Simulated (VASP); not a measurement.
Here is the system:

```yaml
crystal:
  lattice:
    - [-1.74500, 1.74500, 1.74500]
    - [1.74500, -1.74500, 1.74500]
    - [1.74500, 1.74500, -1.74500]
  atoms:
    - { symbol: Li, position: [0.00000, 0.00000, 0.00000] }
```

Calculation: PBE GGA, VASP's PBE PAW potentials (set 64) (plane waves; VASP). Settings: 520 eV cut-off, 11×11×11 Γ-centred mesh, first-order Methfessel-Paxton smearing of 0.10 eV, potentials Li_sv.

Task: What does the run give for the energy per atom (σ→0), band gap (on the k-mesh) with the smallest direct gap where there is one?

Result: 
* **band gap (on the k-mesh)**: none (metal, semimetal or under 0.01 eV)
* **energy per atom (σ→0)**: -1.906 eV/atom

The compound is Li in the bcc structure. The cell was not relaxed at this level.
